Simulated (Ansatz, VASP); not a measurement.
# CaBr in VASP and in Ansatz

The input INCAR:

```
SYSTEM = CaBr
PREC = Accurate
ENCUT = 520
EDIFF = 1E-7
ISMEAR = -1
SIGMA = 0.05
LREAL = .False.
LASPH = .True.
NELM = 80
ALGO = Normal
ISIF = 2
LWAVE = .False.
LCHARG = .False.
GGA = PE
NBANDS = 25
```

File KPOINTS:

```
regular mesh
0
Gamma
  8 8 3
  0 0 0
```

Contents of POSCAR:

```
CaBr
1.0
    4.0289500782      0.0000000000      0.0000000000
   -2.0144750391      3.4891731183      0.0000000000
    0.0000000000      0.0000000000      9.5414055703
Br Ca
2 2
Direct
    0.6666666667      0.3333333333      0.5344880000
    0.3333333333      0.6666666667      0.0344880000
    0.6666666667      0.3333333333      0.8405120000
    0.3333333333      0.6666666667      0.3405120000
```

input.yaml

```yaml
crystal:
  lattice:
    - [4.0289500782, 0.0, 0.0]
    - [-2.0144750391, 3.4891731183, 0.0]
    - [0.0, 0.0, 9.5414055703]
  atoms:
    - { symbol: Br, position: [0.6666666667, 0.3333333333, 0.534488] }
    - { symbol: Br, position: [0.3333333333, 0.6666666667, 0.034488] }
    - { symbol: Ca, position: [0.6666666667, 0.3333333333, 0.840512] }
    - { symbol: Ca, position: [0.3333333333, 0.6666666667, 0.340512] }
hamiltonian:
  xc: pbe
  pseudopotentials: { kind: paw }
kpoints:
  mp_grid: { grid: [8, 8, 3] }
scf:
  occupations: { method: fermi_dirac, width: 0.05 }
output:
  forces: true
  stress: true
  eigenvalues: true
```

Change from the starting cell: volume scaled by 0.96.

Alike in both runs: task single point; functional PBE; k mesh 8 × 8 × 3; occupations fermi-dirac, width 0.05 eV; no spin polarisation.

|  | VASP | Ansatz |
| --- | --- | --- |
| version | VASP 6.6.1 | Ansatz 0.2.0 |
| potentials or method | VASP PAW PBE potentials, release 64 (Br, Ca_sv) | Ansatz PAW |
| plane-wave cutoff (eV) | 520 | 420 |
| valence electrons in the cell | 34 | 34 |

VASP gave:

- gap on the k mesh at the Fermi level (eV): none
- pressure (GPa): 1.6
- largest component of the traceless stress (GPa): 0.90
- rms of the force components (eV/Å): 0.111

Problem. Estimate Ansatz's values.

Solution. gap on the k mesh at the Fermi level (eV): none; pressure (GPa): 1.5; largest component of the traceless stress (GPa): 0.86; rms of the force components (eV/Å): 0.107.

Atom by atom the forces differ by 0.003 eV/Å (rms over components). A gap of «none» marks a metal or a gap that the smearing closes.
